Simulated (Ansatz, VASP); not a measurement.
**Two plane-wave programs on MnHg**

```
Mn Hg
1.0
     3.29275    0.00000    0.00000
     0.00000    3.29275    0.00000
     0.00000    0.00000    3.29275
Mn Hg
1 1
Direct
  0.50000 0.50000 0.50000
  0.00000 0.00000 0.00000
```

Change from the starting cell: volume scaled by 0.98, PAW files.

Alike in both runs: task electric field gradients; functional PBE; k mesh 11 × 11 × 11; occupations fermi-dirac, width 0.08 eV; collinear spin.

```csv
,VASP,Ansatz
version,VASP 6.6.1,Ansatz 0.2.0
potentials or method,"VASP PAW PBE potentials, release 64 (Mn_pv, Hg)","PAW with Ansatz's default frozen-core files, scalar-relativistic"
plane-wave cutoff (eV),520,420
valence electrons in the cell,25,35
```

|  | VASP | Ansatz | Ansatz less VASP |
| --- | --- | --- | --- |
| pressure (GPa) | 2.5 | 2.0 | -0.53 |
| net moment per atom (μB) | 1.93 | 1.93 | -0.004 |
| size of the moment on the site where the two differ most (μB) | 3.78 | 3.82 | +0.043 |
| Vzz of the field gradient on the site that differs most (V/Å²) | 0.0 | 0.0 | 0.00 |

Site moments also hang on the region over which each program counts them. The two sets of potentials don't hold the same shells in valence. Ansatz warned: «gradients_without_spin_orbit».

The runs have no spin-orbit coupling, so splittings on Hg are missing.
